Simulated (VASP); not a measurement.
# MnPtS3 (Pm-3m) in VASP: settings compared, part 2 of 2

VASP 6.6.1. Earlier steps stand in the parts before.

### 3 Relaxation of cell and atoms, PBEsol, collinear spin, ferromagnetic start

Input file INCAR:

```
SYSTEM = MnPtS3
  ALGO = Fast
  EDIFF = 1E-6
  EDIFFG = -0.02
  ENCUT = 600
  GGA = PS
  IBRION = 2
  ISIF = 3
  ISMEAR = 0
  ISPIN = 2
  LASPH = .True.
  LCHARG = .False.
  LMAXMIX = 4
  LORBIT = 11
  LREAL = .False.
  LWAVE = .False.
  MAGMOM = 4 0 0 0 0
  NELM = 150
  NSW = 40
  PREC = Accurate
  SIGMA = 0.05
```

Input file KPOINTS:

```
k-points
0
Gamma
  6 6 6
  0 0 0
```

Input file POSCAR:

```
MnPtS3
1.0
    4.7171500000      0.0000000000      0.0000000000
    0.0000000000      4.7171500000      0.0000000000
    0.0000000000      0.0000000000      4.7171500000
Mn Pt S
1 1 3
Direct
    0.0000000000      0.0000000000      0.0000000000
    0.5000000000      0.5000000000      0.5000000000
    0.0000000000      0.5000000000      0.5000000000
    0.5000000000      0.0000000000      0.5000000000
    0.5000000000      0.5000000000      0.0000000000
```

Potentials or basis: VASP PAW PBE potentials, release 64 (Mn_pv, Pt, S).

Run with:

```
$ cat potpaw_PBE.64/Mn_pv/POTCAR potpaw_PBE.64/Pt/POTCAR potpaw_PBE.64/S/POTCAR > POTCAR
$ mpirun -np 1 vasp_std > vasp.out
```

OUTCAR:

```text
SYSTEM = MnPtS3
   EDIFF = 1E-6
   EDIFFG = -0.02
   ENCUT = 600
   GGA = PS
   IBRION = 2
   ISIF = 3
   ISMEAR = 0
   ISPIN = 2
   LASPH = .True.
   LORBIT = 11
   LREAL = .False.
   NELM = 150
   NSW = 40
   PREC = Accurate

 ion  position               nearest neighbor table
   1  0.000  0.000  0.000-
   2  0.500  0.500  0.500-   3 2.36   4 2.36   5 2.36   5 2.36   4 2.36   3 2.36
   3  0.000  0.500  0.500-   2 2.36   2 2.36
   4  0.500  0.000  0.500-   2 2.36   2 2.36
   5  0.500  0.500  0.000-   2 2.36   2 2.36

  LATTYP: Found a simple cubic cell.
 ALAT       =     4.7171500000

  Lattice vectors:

 A1 = (   4.7171500000,   0.0000000000,   0.0000000000)
 A2 = (   0.0000000000,   4.7171500000,   0.0000000000)
 A3 = (   0.0000000000,   0.0000000000,   4.7171500000)

Analysis of symmetry for initial positions (statically):
=====================================================================
 Subroutine PRICEL returns:
 Original cell was already a primitive cell.

 Routine SETGRP: Setting up the symmetry group for a
 simple cubic supercell.

 Subroutine GETGRP returns: Found 48 space group operations
 (whereof 48 operations were pure point group operations)
 out of a pool of 48 trial point group operations.

The static configuration has the point symmetry O_h .

[... 255 lines left out ...]
--------------------------------------- Ionic step        3  -------------------------------------------

 number of electron      41.0000011 magnetization       4.3417222

 Free energy of the ion-electron system (eV)
  ---------------------------------------------------
  ext. energy  EPLUGINS =         0.00000000
  ---------------------------------------------------
  free energy    TOTEN  =       -26.99135584 eV

  energy without entropy =      -26.98634472  energy(sigma->0) =      -26.98885028

 E-fermi :   5.0876     XC(G=0): -10.3284

 val. band max:        5.0811189601   @ k =   0.3333   0.3333   0.0000
 cond. band min:       5.1227661888   @ k =   0.3333   0.3333   0.3333
 fundamental gap:      0.0416472287
 Fermi energy:         5.0876337536

 spin component 1

 k-point     1 :       0.0000    0.0000    0.0000
  band No.  band energies     occupation
      1     -45.6075      1.00000
      2     -45.6075      1.00000
      3     -45.6075      1.00000
      4      -9.0928      1.00000
      5      -7.2058      1.00000
      6      -7.2057      1.00000
[... 569 lines left out ...]
     25      10.5018      0.00000
     26      10.5018      0.00000
 Fermi energy:         5.0876337536

 spin component 2

 k-point     1 :       0.0000    0.0000    0.0000
  band No.  band energies     occupation
      1     -40.8923      1.00000
      2     -40.8923      1.00000
      3     -40.8923      1.00000
      4      -9.1704      1.00000
      5      -7.3059      1.00000
      6      -7.3059      1.00000
[... 601 lines left out ...]
  FREE ENERGIE OF THE ION-ELECTRON SYSTEM (eV)
  ---------------------------------------------------
  free  energy   TOTEN  =       -26.9913558410 eV

  energy  without entropy=      -26.9863447153  energy(sigma->0) =      -26.98885028

 reached required accuracy - stopping structural energy minimisation

 total charge

# of ion       s       p       d       tot
------------------------------------------
    1        0.168   6.044   4.866  11.079
    2        0.677   0.705   8.206   9.588
    3        1.361   2.262   0.000   3.623
    4        1.361   2.262   0.000   3.623
    5        1.361   2.262   0.000   3.623
--------------------------------------------------
tot          4.927  13.535  13.072  31.534

 magnetization (x)

# of ion       s       p       d       tot
------------------------------------------
    1        0.066   0.016   4.382   4.464
    2       -0.002   0.006  -0.096  -0.093
    3        0.001  -0.082   0.000  -0.081
    4        0.001  -0.082   0.000  -0.081
    5        0.001  -0.082   0.000  -0.081
--------------------------------------------------
tot          0.066  -0.224   4.285   4.127
```

OSZICAR:

```text
N       E                     dE             d eps       ncg     rms          rms(c)
DAV:   1     0.320541316765E+03    0.32054E+03   -0.22186E+04  2336   0.165E+03
DAV:   2    -0.448417398769E+00   -0.32099E+03   -0.30926E+03  2318   0.359E+02
[... 38 lines left out ...]
RMM:   7    -0.269914035985E+02   -0.19433E-04   -0.73642E-04  2111   0.196E-01    0.741E-02
RMM:   8    -0.269913464184E+02    0.57180E-04   -0.30915E-04  2266   0.967E-02    0.450E-02
RMM:   9    -0.269913598423E+02   -0.13424E-04   -0.91257E-05  2378   0.543E-02    0.384E-02
RMM:  10    -0.269913572373E+02    0.26050E-05   -0.12612E-05  2043   0.226E-02    0.144E-02
RMM:  11    -0.269913559195E+02    0.13178E-05   -0.49555E-06  1771   0.133E-02    0.382E-03
RMM:  12    -0.269913558410E+02    0.78504E-07   -0.11068E-06  1242   0.625E-03
   3 F= -.26991356E+02 E0= -.26988850E+02  d E =-.541091E-01  mag=     4.3416
```

It took 3.2 min on 1 thread of Intel Xeon 6975P-C (Granite Rapids), shared host; peak memory 0.36 GiB.

Results:

```yaml
Free_energy: -26.9914 eV
Relaxed_volume: 20.10 Å³/atom
Relaxed_cell: a = 4.649 Å, b = 4.649 Å, c = 4.649 Å, α = 90.00°, β = 90.00°, γ = 90.00°
Space_group_after_relaxing_to_0.05_Å: Pm-3m (No. 221)
Energy_gained_by_relaxing: 10.8 meV/atom
Ionic_steps: 3
Pressure_after_relaxing: 0.0 GPa
Net_moment: 4.34 μB per cell
Site_moments: Mn +4.46; Pt -0.09; S -0.08 μB
Valence_electrons_inside_the_program's_atomic_spheres: Mn 11.08; Pt 9.59; S 3.62
```

Step by step:
```csv
step,energy change (eV),largest force (eV/Å),pressure (GPa),volume (Å³)
1,0.0000,0.0000,-3.71,104.96
2,-0.0304,0.0000,2.82,97.75
3,-0.0541,0.0000,-0.01,100.51
```

Final structure:
```
CELL_PARAMETERS angstrom
4.64945 0.00000 0.00000
0.00000 4.64945 0.00000
0.00000 0.00000 4.64945
ATOMIC_POSITIONS crystal
Mn 0.00000 0.00000 0.00000
Pt 0.50000 0.50000 0.50000
S 0.00000 0.50000 0.50000
S 0.50000 0.00000 0.50000
S 0.50000 0.50000 0.00000
```

Caveat: the bands computed are all filled at some k points, so no gap is given; the PAW data sets were made with another functional, which shifts forces and pressure a little; a cell with one magnetic atom can't hold antiferromagnetic order, which such compounds often take.

### 4 The reference run

An earlier run on the cell as given: functional PBE; potentials or basis VASP PAW PBE potentials, release 64 (Mn_pv, Pt, S); cutoff 520 eV; k mesh 6 × 6 × 6; occupations fermi-dirac, width 0.05 eV; collinear spin, ferromagnetic start; starting moments [4.0, 0.0, 0.0, 0.0, 0.0] μB.

- Pressure: -0.2 GPa
- Band gap on the k mesh: none (metal or under the smearing width)
- Net moment: 4.31 μB per cell
- Site moments: Mn +4.49; Pt -0.09; S -0.09 μB
- Valence electrons inside the program's atomic spheres: Mn 11.07; Pt 9.46; S 3.64

### 5 Overview

| task | level | cell | cutoff (eV) | smearing | pressure (GPa) | moment (μB) | relaxed volume (Å³/atom) |
| --- | --- | --- | --- | --- | --- | --- | --- |
| relaxation of cell and atoms | PBE | relaxed | 600 | gaussian 0.05 eV | 0.0 | 4.31 | 20.94 |
| relaxation of cell and atoms | PBEsol | relaxed | 600 | gaussian 0.05 eV | 0.0 | 4.34 | 20.10 |
| single point | PBE | as given | 520 | fermi-dirac 0.05 eV | -0.2 | 4.31 | - |

Alike in all rows: potentials or basis VASP PAW PBE potentials, release 64 (Mn_pv, Pt, S); spin collinear, ferromagnetic start; k mesh 6 × 6 × 6.

Caveats: a cell with one magnetic atom can't hold antiferromagnetic order, which such compounds often take; the bands computed are all filled at some k points, so no gap is given (some runs); the PAW data sets were made with another functional, which shifts forces and pressure a little (some runs); semilocal functionals often make such compounds metallic where correlation or magnetic order opens a gap, which also shifts bond lengths (some runs).

Total energies depend on the potentials used, so only differences within one code and one set of settings carry meaning.
